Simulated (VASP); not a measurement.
Computed with LDA (Ceperley-Alder, Perdew-Zunger), VASP's LDA PAW potentials (set 64) (plane waves; VASP 6.6.1).

A VASP calculation is set up with these files.

INCAR:
```
# general
SYSTEM=LiH
PREC  =Accurate
ENCUT =520   # plane-wave cut-off (eV)
LREAL =.FALSE.   # projection in real space or not
LASPH =.TRUE.
ICHARG=11

# electronic loop
EDIFF =1E-7
NELM  =100
ALGO  =Normal

# smearing
ISMEAR=0   # Gaussian
SIGMA =0.05   # width (eV)

# output
LWAVE =.FALSE.
LCHARG=.FALSE.
LORBIT=11   # lm-projected
```

**POSCAR**
```
LiH
1
    0.0000000000     1.9509900194     1.9509900194
    1.9509900194     0.0000000000     1.9509900194
    1.9509900194     1.9509900194     0.0000000000
Li H
1 1
Direct
  0.0000000000   0.0000000000   0.0000000000
  0.5000000000   0.5000000000   0.5000000000
```

File KPOINTS:
```
k-points along high-symmetry lines
15
Line-mode
Reciprocal
  0.000000   0.000000   0.000000 ! GAMMA
  0.500000   0.000000   0.500000 ! X

  0.500000   0.000000   0.500000 ! X
  0.625000   0.250000   0.625000 ! U

  0.375000   0.375000   0.750000 ! K
  0.000000   0.000000   0.000000 ! GAMMA

  0.000000   0.000000   0.000000 ! GAMMA
  0.500000   0.500000   0.500000 ! L

  0.500000   0.500000   0.500000 ! L
  0.500000   0.250000   0.750000 ! W

  0.500000   0.250000   0.750000 ! W
  0.500000   0.000000   0.500000 ! X
```

POTCAR, in this order: Li_sv H (LDA.64 set). Program: vasp_std. Read from the step before: CHGCAR.

The resulting files:

File OUTCAR:
```
 ion  position               nearest neighbor table
   1  0.000  0.000  0.000-
   2  0.500  0.500  0.500-
  LATTYP: Found a face centered cubic cell.
 ALAT       =     3.9019800388
 Subroutine PRICEL returns:
 Original cell was already a primitive cell.
 Subroutine GETGRP returns: Found 48 space group operations
The static configuration has the point symmetry O_h .
The dynamic configuration has the point symmetry O_h .
 Subroutine INISYM returns: Found 48 space group operations
   k-points           NKPTS =     90   k-points in BZ     NKDIM =     90   number of bands    NBANDS=      6
   number of dos      NEDOS =    301   number of ions     NIONS =      2
   total plane-waves  NPLWV =  13824
   dimension x,y,z NGX =    24 NGY =   24 NGZ =   24
   dimension x,y,z NGXF=    48 NGYF=   48 NGZF=   48
   ions per type =               1   1
   PREC   = accura    normal or accurate (medium, high low for compatibility)
   ISTART =      0    job   : 0-new  1-cont  2-samecut
   ICHARG =     11    charge: 1-file 2-atom 10-const
   ISPIN  =      1    spin polarized calculation?
   LNONCOLLINEAR =      F non collinear calculations
   LSORBIT =      F    spin-orbit coupling
   INIWAV =      1    electr: 0-lowe 1-rand  2-diag
   ENCUT  =  520.0 eV  38.22 Ry    6.18 a.u.   5.13  5.13  5.13*2*pi/ulx,y,z
   NELM   =    100;   NELMIN=  2; NELMDL= -5     # of ELM steps
   EDIFF  = 0.1E-06   stopping-criterion for ELM
   LREAL  =      F    real-space projection
   NLSPLINE    = F    spline interpolate recip. space projectors
   LMAXMIX     =    2 max onsite mixed and CHGCAR
   VOSKOWN=      0    Vosko Wilk Nusair interpolation
   EDIFFG = 0.1E-05   stopping-criterion for IOM
   NSW    =      0    number of steps for IOM
   NBLOCK =      1;   KBLOCK =      1    inner block; outer block
   IBRION =     -1    ionic relax: 0-MD 1-quasi-New 2-CG
   NFREE  =      0    steps in history (QN), initial steepest desc. (CG)
   ISIF   =      2    stress and relaxation
   ISYM   =      2    0-nonsym 1-usesym 2-fastsym
   TEIN   =    0.0    initial temperature
   TEBEG  =    0.0;   TEEND  =   0.0 temperature during run
...
```

**OSZICAR**
```
       N       E                     dE             d eps       ncg     rms          rms(c)
DAV:   1    -0.175053730648E+01   -0.17505E+01   -0.15303E+03  1110   0.597E+02
DAV:   2    -0.590257737929E+01   -0.41520E+01   -0.38739E+01  1626   0.623E+01
DAV:   3    -0.597698922630E+01   -0.74412E-01   -0.74412E-01  1242   0.739E+00
DAV:   4    -0.597808960228E+01   -0.11004E-02   -0.11004E-02  1554   0.661E-01
DAV:   5    -0.597810362447E+01   -0.14022E-04   -0.14022E-04  1236   0.334E-02
DAV:   6    -0.597810386527E+01   -0.24080E-06   -0.24080E-06  1404   0.309E-03
DAV:   7    -0.597810386530E+01   -0.29473E-10   -0.29420E-10   954   0.108E-04
   1 F= -.59781039E+01 E0= -.59781039E+01  d E =-.616886E-17
```

File OUTCAR:
```
 val. band max:        0.6156239869   @ k =   0.5000   0.0000   0.5000

 cond. band min:       3.1404388350   @ k =   0.5000   0.0000   0.5000



 k-point     1 :       0.0000    0.0000    0.0000
  band No.  band energies     occupation
      1     -42.8061      2.00000
      2      -5.2503      2.00000
      3      17.8126      0.00000
      4      18.8366      0.00000
      5      18.8366      0.00000
      6      18.8366      0.00000

 k-point     2 :       0.0357    0.0000    0.0357
  band No.  band energies     occupation
      1     -42.8049      2.00000
      2      -5.2199      2.00000
      3      17.5079      0.00000
      4      18.5310      0.00000
      5      18.5310      0.00000
      6      19.0939      0.00000

 k-point     3 :       0.0714    0.0000    0.0714
  band No.  band energies     occupation
      1     -42.8013      2.00000
      2      -5.1279      2.00000
      3      16.9112      0.00000
      4      17.8094      0.00000
      5      17.8094      0.00000
      6      19.4935      0.00000

 k-point     4 :       0.1071    0.0000    0.1071
  band No.  band energies     occupation
      1     -42.7956      2.00000
      2      -4.9732      2.00000
      3      16.1736      0.00000
      4      16.9387      0.00000
      5      16.9387      0.00000
      6      19.7320      0.00000

 k-point     5 :       0.1429    0.0000    0.1429
  band No.  band energies     occupation
      1     -42.7882      2.00000
      2      -4.7543      2.00000
      3      15.2673      0.00000
      4      16.0523      0.00000
      5      16.0523      0.00000
      6      19.6797      0.00000

 k-point     6 :       0.1786    0.0000    0.1786
  band No.  band energies     occupation
      1     -42.7794      2.00000
      2      -4.4682      2.00000
      3      14.1542      0.00000
      4      15.2068      0.00000
      5      15.2068      0.00000
      6      18.8249      0.00000

...
```

The density is held fixed in this step, so its total energy and stress have no physical meaning.

The compound is LiH in the rock salt structure. It was relaxed first, which changed the volume by -13 %.
